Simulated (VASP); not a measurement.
Energy against volume of Nb (bcc). These are rev-vdW-DF2, VASP's PBE PAW potentials (set 64) (plane waves; VASP) values and carry that method's errors.

| V (Å³/atom) | E (eV/atom) |
|---|---|
| 16.733 | -7.77106 |
| 17.267 | -7.80049 |
| 17.801 | -7.80885 |
| 18.335 | -7.79961 |
| 18.869 | -7.77528 |

Question: Fit a third-order Birch-Murnaghan equation of state.

Answer: 
* **volume per atom**: 17.77 Å^3/atom
* **bulk modulus**: 178 GPa
* **pressure derivative of the bulk modulus**: 4.60
* **lattice constant a**: 328.8 pm

Measured: bulk modulus 173 GPa at 0 K (computed value off by +2.9 %), as given by Daniel Mejia-Rodriguez et al., Physical Review B (2018), arXiv:1807.09216 [0 K value with the zero-point phonon effect removed]; a 3.294 Å at 0 K (computed value off by -0.2 %), as given by Daniel Mejia-Rodriguez et al., Physical Review B (2018), arXiv:1807.09216 [static lattice: zero-point anharmonic expansion removed].

The compound is Nb in the bcc structure. It was relaxed first.
